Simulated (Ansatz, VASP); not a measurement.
# CdIBr (1T-CdBrI monolayer): VASP beside Ansatz

Wanted: the spread between two codes on one cell, functional and k mesh. The structure shown is the start of the Ansatz relaxation below; VASP solves that cell, so the two are compared at the walk's first step.

Main program and level: Ansatz 0.2.0; plane waves, with VASP 6.6.1 beside it; single point at LDA.

### Step 1. The starting structure

The cell holds 3 atoms: 1 I, 1 Cd and 1 Br. Its edges and angles: a = 4.200 Å, b = 4.200 Å, c = 35.560 Å, α = 90.0°, β = 90.0°, γ = 120.0°. Vacuum lies along c.

### Step 2. Ansatz: relaxation, LDA

Ansatz runs on its default PAW (the set named soft_2) files.

The two programs are compared at the cell with which this relaxation starts, whose forces are those of its first step.

Contents of input.yaml:

```yaml
crystal:
  lattice:
    - [4.2, 0.0, 0.0]
    - [-2.1, 3.6373066959, 0.0]
    - [0.0, 0.0, 35.5597564834]
  atoms:
    - { symbol: I, position: [0.6666666667, 0.3333333333, 0.4682259286] }
    - { symbol: Cd, position: [0.0, 0.0, 0.5063438639] }
    - { symbol: Br, position: [0.3333333333, 0.6666666667, 0.5317740714] }
  periodic: [true, true, false]
kpoints:
  mp_grid: { grid: [12, 12, 1] }
hamiltonian:
  xc: lda
scf:
  occupations: { method: fermi_dirac, width: 0.05 }
  convergence: { dr2_threshold: 1.0e-09 }
relax:
  f_tol: 0.004
  max_steps: 90
  cell: {}
output:
  write_potential: true
  write_density: true
  volumetric_format: npy
```

Launch:

```sh
> ansatz run input.yaml --threads 4 --pin off --max-ram 6144MiB --backend cpu --events-out ev --progress --plain --runs-dir out
```

Numbers of over 12 decimals in the logs are rounded to 6 here.

The program printed:

```text
Warning: relax.cell: scf.convergence.dr2_threshold = 1e-9 eV is looser than the 1.99598635062e-10 eV advised for a relaxation that steers and ends on the stress (1e-10 eV for each atom of the cell: 3, times the square of relax.cell.stress_2d_tol = 0.05 N/m over 12.3 Å (the atoms' height at the walk's start and 5 Å past either face), 4.078e-2 GPa, over a crystal's default 0.05). What an SCF threshold leaves in a stress goes as its square root, and in the free energy as the threshold itself, and one threshold admits the most on a small cell: [figures from the program's tests cut] Set scf.convergence.dr2_threshold to 1.99598635062e-10 eV or tighter. [rest of the remark cut]
Engine: ansatz 0.2.0, x86_64-unknown-linux-gnu
Pseudopotentials: kind: paw
Pseudopotential: I, paw, valence charge 17, recommended cutoff 420 eV (normal), I.paw.azcp
Pseudopotential: Cd, paw, valence charge 20, recommended cutoff 420 eV (normal), Cd.paw.azcp
Pseudopotential: Br, paw, valence charge 7, recommended cutoff 420 eV (normal), Br.paw.azcp
Functional definition: SPW92
  exchange = slater_x
  correlation = pw_c
Crystal: 3 atoms, lattice volume = 543.235 Å³
Basis set: ecut = 420 eV, 10433 PW (Γ)
Bands: 27, of which v1, the nominal top of the filled ones, is band 22 counted from 1 (21 counted from 0)
Symmetry: 6 space group operations
Space group: P3m1 (ITA 156), of the structure as read, at distance tolerance 8.2e-5 Å
k-points: 19 of 144 (time reversal used)
Non-local potential: I, projectors of the file, l = 0: 2, l = 1: 2, l = 2: 2, l = 3: 2
Non-local potential: Cd, projectors of the file, l = 0: 3, l = 1: 2, l = 2: 2, l = 3: 1
Non-local potential: Br, projectors of the file, l = 0: 2, l = 1: 2, l = 2: 2
PAW form: soft (Blöchl's): semilocal exchange-correlation on the pseudo side does not see the compensation charge
PAW frozen core: I, regenerated for the run's functional, and the local potential with it (the file was generated under x = pbe(κ = 0.804, μ = 0.219515), c = pbe(β = 0.066725))
PAW frozen core: Cd, regenerated for the run's functional, and the local potential with it (the file was generated under x = pbe(κ = 0.804, μ = 0.219515), c = pbe(β = 0.066725))
PAW frozen core: Br, regenerated for the run's functional, and the local potential with it (the file was generated under x = pbe(κ = 0.804, μ = 0.219515), c = pbe(β = 0.066725))
PAW one-centre angular grid: I, 590 points (default); XC on 64 Gauss nodes
PAW one-centre angular grid: Cd, 590 points (default); XC on 64 Gauss nodes
PAW one-centre angular grid: Br, 110 points (default); XC on 64 Gauss nodes
Initial density: superposition of atomic densities (neutral atoms: chi_scale 0, normalization atom), corrected by the library's trained network
Initial wavefunctions: pseudopotential atomic-orbital guess
Functional: x = slater, c = lda
SCF iter   1: F=—  HF=-18168.425501 eV  |F-HF|=—  |Δ(HF+E_count)|=         —  Δρ=2.74e-3  dr2=4.20e-2  ethr=1.77e-3  ⟨swp⟩=20.3  Hψ=4757  notcnv=0
preconditioner: auto → Resta (q_TF=auto, 1.795 Å⁻¹)  ε∞=1.5  [insulator: Δε(μ)=2.442 eV  Ē_g=12.062 eV  σ=0.050 eV  W_gap=1.00  n_scr=50 (ndim 8)  ℏωp=8.1 eV  f_vac=0.825  D(μ)=0.00/eV (n_scr^D=0)  ε∞_Penn≈1.5  vacuum switching on, ρ_ref=1.1e-2 e/Å³]
SCF iter   2: F=—  HF=-18168.419073 eV  |F-HF|=—  |Δ(HF+E_count)|=   6.43e-3  Δρ=1.12e-3  dr2=1.43e-2  ethr=9.55e-5  ⟨swp⟩=4.2  Hψ=1533  notcnv=0  defer=18
SCF iter   3: F=—  HF=-18168.417308 eV  |F-HF|=—  |Δ(HF+E_count)|=   1.76e-3  Δρ=6.32e-4  dr2=3.89e-3  ethr=3.25e-5  ⟨swp⟩=3.9  Hψ=1027  notcnv=0  defer=18
SCF iter   4: F=—  HF=-18168.416841 eV  |F-HF|=—  |Δ(HF+E_count)|=   4.66e-4  Δρ=3.44e-4  dr2=5.09e-4  ethr=8.85e-6  ⟨swp⟩=2.6  Hψ=748  notcnv=0  defer=18
SCF iter   5: F=—  HF=-18168.416842 eV  |F-HF|=—  |Δ(HF+E_count)|=   6.14e-7  Δρ=8.92e-5  dr2=3.24e-5  ethr=1.16e-6  ⟨swp⟩=3.4  Hψ=1028  notcnv=0  defer=18
SCF iter   6: F=—  HF=-18168.416824 eV  |F-HF|=—  |Δ(HF+E_count)|=   1.78e-5  Δρ=1.59e-5  dr2=9.86e-7  ethr=7.37e-8  ⟨swp⟩=2.6  Hψ=1005  notcnv=0  defer=18
SCF iter   7: F=—  HF=-18168.416706 eV  |F-HF|=—  |Δ(HF+E_count)|=   1.18e-4  Δρ=3.67e-6  dr2=1.07e-7  ethr=2.24e-9  ⟨swp⟩=3.8  Hψ=1219  notcnv=0  defer=18
SCF iter   8: F=—  HF=-18168.416706 eV  |F-HF|=—  |Δ(HF+E_count)|=   1.41e-8  Δρ=1.00e-6  dr2=4.64e-9  ethr=2.44e-10  ⟨swp⟩=3.4  Hψ=1001  notcnv=0  defer=18
[...]
preconditioner: auto → Resta (q_TF=auto, 1.818 Å⁻¹)  ε∞=1.5  [insulator: Δε(μ)=2.506 eV  Ē_g=11.641 eV  σ=0.050 eV  W_gap=1.00  n_scr=38 (ndim 8)  ℏωp=8.4 eV  f_vac=0.800  D(μ)=0.00/eV (n_scr^D=0)  ε∞_Penn≈1.5  vacuum switching on, ρ_ref=9.8e-3 e/Å³]
SCF iter   2: F=—  HF=-18169.491733 eV  |F-HF|=—  |Δ(HF+E_count)|=   8.41e-7  Δρ=2.55e-5  dr2=7.26e-6  ethr=4.54e-8  ⟨swp⟩=2.5  Hψ=694  notcnv=0
SCF iter   3: F=—  HF=-18169.491729 eV  |F-HF|=—  |Δ(HF+E_count)|=   3.53e-6  Δρ=1.42e-5  dr2=2.04e-6  ethr=1.65e-8  ⟨swp⟩=2.5  Hψ=705  notcnv=0
SCF iter   4: F=—  HF=-18169.491607 eV  |F-HF|=—  |Δ(HF+E_count)|=   1.22e-4  Δρ=7.47e-6  dr2=3.20e-7  ethr=4.63e-9  ⟨swp⟩=2.4  Hψ=733  notcnv=0
SCF iter   5: F=—  HF=-18169.491607 eV  |F-HF|=—  |Δ(HF+E_count)|=   7.33e-8  Δρ=2.54e-6  dr2=2.20e-8  ethr=7.28e-10  ⟨swp⟩=2.8  Hψ=762  notcnv=0
SCF iter   6: F=—  HF=-18169.491607 eV  |F-HF|=—  |Δ(HF+E_count)|=   3.21e-9  Δρ=5.87e-7  dr2=1.78e-9  ethr=5.00e-11  ⟨swp⟩=2.2  Hψ=777  notcnv=0
SCF iter   7: F=-18169.491607 eV  HF=-18169.491607 eV  |F-HF|=9.46e-11  |Δ(HF+E_count)|=  1.82e-10  Δρ=1.14e-7  dr2=4.84e-11  ethr=2.27e-12  ⟨swp⟩=11.4  Hψ=3672  notcnv=0
SCF 7 converged in 7 iterations: F = -18169.491607 eV  dr2 = 4.84e-11
relax step   7: F+E_penalty+E_count = -18169.49160735 eV  Δ(F+E_penalty+E_count) = -5.869e-5 eV  max|allowed force component| = 3.760e-3 eV/Å  Δτ_max = 0.0040 Å  P = -0.002 N/m  Ω = 502.686 Å³  energy of the carried Pulay correction = +1.443e-3 eV  fix = [c, alpha, beta]  reactions: c -0.000 N/m  (7 SCF iters, accepted)
Initial wavefunctions: pseudopotential atomic-orbital guess (no wavefunctions were taken with the density)
iter 1 solved again at ethr=9.53e-7 eV; its pass at ethr=3.10e-3 eV (dr2=4.19e-4 eV) is discarded
SCF iter   1: F=—  HF=-18169.490123 eV  |F-HF|=—  |Δ(HF+E_count)|=         —  Δρ=4.46e-5  dr2=1.51e-6  ethr=9.53e-7  ⟨swp⟩=5.2  Hψ=6411  notcnv=0
preconditioner: auto → Resta (q_TF=auto, 1.818 Å⁻¹)  ε∞=1.5  [insulator: Δε(μ)=2.505 eV  Ē_g=11.642 eV  σ=0.050 eV  W_gap=1.00  n_scr=38 (ndim 8)  ℏωp=8.4 eV  f_vac=0.801  D(μ)=0.00/eV (n_scr^D=0)  ε∞_Penn≈1.5  vacuum switching on, ρ_ref=9.8e-3 e/Å³]
SCF iter   2: F=—  HF=-18169.490191 eV  |F-HF|=—  |Δ(HF+E_count)|=   6.79e-5  Δρ=2.06e-5  dr2=3.51e-7  ethr=3.43e-9  ⟨swp⟩=3.7  Hψ=1255  notcnv=0
SCF iter   3: F=—  HF=-18169.490191 eV  |F-HF|=—  |Δ(HF+E_count)|=   9.66e-8  Δρ=5.20e-6  dr2=5.95e-8  ethr=7.97e-10  ⟨swp⟩=2.9  Hψ=1001  notcnv=0
SCF iter   4: F=—  HF=-18169.490191 eV  |F-HF|=—  |Δ(HF+E_count)|=   1.17e-8  Δρ=9.72e-7  dr2=6.18e-9  ethr=1.35e-10  ⟨swp⟩=2.3  Hψ=983  notcnv=0
SCF iter   5: F=-18169.490191 eV  HF=-18169.490191 eV  |F-HF|=8.33e-10  |Δ(HF+E_count)|=  8.40e-10  Δρ=3.61e-7  dr2=9.93e-10  ethr=2.27e-12  ⟨swp⟩=21.4  Hψ=4539  notcnv=0
SCF 8 converged in 5 iterations: F = -18169.490191 eV  dr2 = 9.93e-10
relax step   8: F+E_penalty+E_count = -18169.49019120 eV  Δ(F+E_penalty+E_count) = +1.416e-3 eV  max|allowed force component| = 3.648e-3 eV/Å  Δτ_max = 0.0000 Å  P = -0.004 N/m  Ω = 502.686 Å³  fix = [c, alpha, beta]  reactions: c -0.000 N/m  stress off target by 3.61e-3 N/m on what of the cell is left free  SCF on the basis re-selected at this cell (its energy is not comparable with the rows above)  (5 SCF iters)
basis re-selected at this cell: Δ(F+E_penalty+E_count) = +1.416e-3 eV, ΔP = -0.002 N/m vs the last step (what re-selecting the basis moved, of the pressure what is left beyond the Pulay correction that the steps carried, after the strain that the cell walked since its last selection, with what the two solves' SCF thresholds leave and, on support functions, any second-order correction that the steps lacked; it is no m [...]
WARN: The output density's exchange-correlation potential varies sharply where the density is thin. Do not read a vacuum level from v_tot or v_xc, or from such a field of the output density. On a cell that repeats whose density bears no net charge and no dipole along the vacuum's axis use v_es (v_loc + v_h of the components); under efield.dipole_correction with no amplitude use v_es + v_field, which holds any externa [...]
SCF converged after 5 iterations
Free energy (F): -18169.490191 eV
Harris-Foulkes:  -18169.490191 eV  (|F-HF|=8.33e-10)
Internal energy: -18169.490191 eV  (E = F + TS)
E sigma→0 (E₀):  -18169.490191 eV
Fermi energy:    -5.104627 eV
--- Per-component energies (eV) ---
  E_band       = -1449.791771
  E_kinetic    = 829.348510
  E_local      = -97960.052507  (includes V_loc(G=0)·N_el)
  E_nonlocal   = 28.043315
  E_hartree    = 48540.967395
  E_xc         = -563.588131
  E_vxc        = -454.323118  (∫ρ·V_xc dr)
  E_paw        = -10769.076260  (= ΣΔE_a)
  E_vpaw       = -974.742550  (= ΣTr[D̂ρ^β])
  E_aug_tail   = 0.000041  (compensation charges beyond the density's cutoff)
  E_ewald      = 41723.113151
  E_core_change = 1.754295  (= ΣΔE_core)
  E_smearing   = -0.000000  (= −TS)
  E_closure    = 0.000000  (closes the sum)
  Σ components = -18169.490191   (vs F -18169.490191, Δ=0.00e0)
--- Forces (eV/Å), atoms counted from 1 ---
  atom   1  I     -0.00000000    -0.00000000     0.00421624
  atom   2  Cd    -0.00000000    -0.00000000    -0.00226785
  atom   3  Br     0.00000000     0.00000000    -0.00024314
  max |Σ_I F_I| component: 1.71e-3 eV/Å
--- 2D stress c σ (N/m, compression-positive) ---
       -0.003612       0.000000      -0.000000
       -0.000000      -0.003612      -0.000000
       -0.000000      -0.000000      -0.000000
  P = ½ c Tr σ = -0.0036 N/m
--- Band table (eV; the first three rows and the last of 19) ---
  k-point 0: bands = [... 18 lower, -7.6277, -7.6277, -6.3572, -6.3572, -3.8516, -1.9313 (-1.9313°), -0.5079 (-0.5089°), -0.1860, ... 1 higher]
  k-point 1: bands = [... 18 lower, -7.7380, -7.6837, -6.6803, -6.4038, -3.6101, -1.6088 (-1.6088°), -0.5079 (-0.5084°), -0.2621, ... 1 higher]
  k-point 2: bands = [... 18 lower, -7.8378, -7.6576, -7.3452, -6.5172, -3.1680, -1.3009 (-1.3009°), -0.4933 (-0.4934°), -0.1318, ... 1 higher]
  k-point 18: bands = [... 18 lower, -9.2709, -9.0043, -7.5898, -7.2059, -3.1115, -0.4211, 0.1445, 1.2269, ... 1 higher]
  ° read free of the cell's end (the report's vacuum.weakly_bound_levels)
--- Relaxed structure (7 steps of the walk, 7 accepted, 1 SCFs on fresh bases) ---
  F+E_penalty+E_count = -18169.49019120 eV   max|allowed force component| = 3.648e-3 eV/Å   (the final SCF, on the basis selected at the relaxed cell)
  cell:  # Å, volume = 502.6859 Å³
    - [4.040207, -5.9135183488450535e-18, 0]
    - [-2.020104, 3.498922, 0]
    - [0, 0, 35.5597564834]
  atoms:
    - { symbol: I, position: [0.666667, 0.333333, 0.455583] }
    - { symbol: Cd, position: [-1.7711498255868586e-18, 0, 0.504460] }
    - { symbol: Br, position: [0.333333, 0.666667, 0.546301] }
```

In the SCF lines HF is the Harris–Foulkes energy and dr2 the Hartree energy of the density residual, in eV; the loop may stop once dr2 is under the threshold and the program's other checks hold. Hψ counts applications of the Hamiltonian.

(Part 1 of 2 ends here.)

[Lines on the potential files, build, host, timing and source positions are cut from VASP's logs without a mark.]

[Logs are printed without paths, hosts, clocks, repeated set-up lines and the standing remarks that a program may print on its own settings, such as how far it seeks lower states.]

[Hosts, paths, dates, database ids (printed as entryN), source tags and the programs' standing remarks are cut or masked in the printed files.]
